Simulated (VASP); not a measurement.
OSZICAR of a VASP run on Ir (fcc):

**OSZICAR**
```
       N       E                     dE             d eps       ncg     rms          rms(c)
DAV:   1     0.129671274015E+01    0.12967E+01   -0.46424E+03  2320   0.106E+03
DAV:   2    -0.539870979620E+02   -0.55284E+02   -0.53923E+02  2344   0.216E+02
DAV:   3    -0.546942861386E+02   -0.70719E+00   -0.70646E+00  3344   0.332E+01
DAV:   4    -0.546989645312E+02   -0.46784E-02   -0.46777E-02  2984   0.195E+00
DAV:   5    -0.546989947952E+02   -0.30264E-04   -0.30265E-04  3448   0.101E-01    0.155E+01
DAV:   6    -0.519040692257E+02    0.27949E+01   -0.26670E+00  2608   0.206E+01    0.516E+00
DAV:   7    -0.522246991798E+02   -0.32063E+00   -0.26764E-01  2320   0.536E+00    0.348E+00
DAV:   8    -0.520436872832E+02    0.18101E+00   -0.34806E-01  2320   0.461E+00    0.129E+00
DAV:   9    -0.523515437996E+02   -0.30786E+00   -0.11228E-01  2392   0.251E+00    0.282E-01
DAV:  10    -0.523564246016E+02   -0.48808E-02   -0.41188E-03  2624   0.604E-01    0.103E-01
DAV:  11    -0.523533724991E+02    0.30521E-02   -0.22268E-03  2600   0.536E-01    0.141E-01
DAV:  12    -0.523570938188E+02   -0.37213E-02   -0.19418E-03  2536   0.401E-01    0.135E-02
DAV:  13    -0.523572400012E+02   -0.14618E-03   -0.23169E-04  3056   0.128E-01    0.202E-02
DAV:  14    -0.523572428964E+02   -0.28951E-05   -0.32868E-06  2728   0.188E-02    0.135E-02
DAV:  15    -0.523572462150E+02   -0.33187E-05   -0.14264E-06  2544   0.156E-02    0.587E-03
DAV:  16    -0.523572472247E+02   -0.10097E-05   -0.90797E-07  2384   0.906E-03    0.222E-03
DAV:  17    -0.523572471945E+02    0.30219E-07   -0.18801E-07  2440   0.465E-03
   1 F= -.52357247E+02 E0= -.52357048E+02  d E =-.597328E-03
```

Q: Which electronic solver shows in the log?

A: It is blocked Davidson (ALGO = Normal, or the opening steps of other solvers). The INCAR had ALGO = Normal.

Q: Can the final energy be trusted as converged?

A: Self-consistency was reached. It stopped with EDIFF = 1E-7, NELM = 100 (r2SCAN meta-GGA, plane waves, VASP's PBE PAW potentials (set 64)).

The compound is Ir in the fcc structure. It was relaxed first.
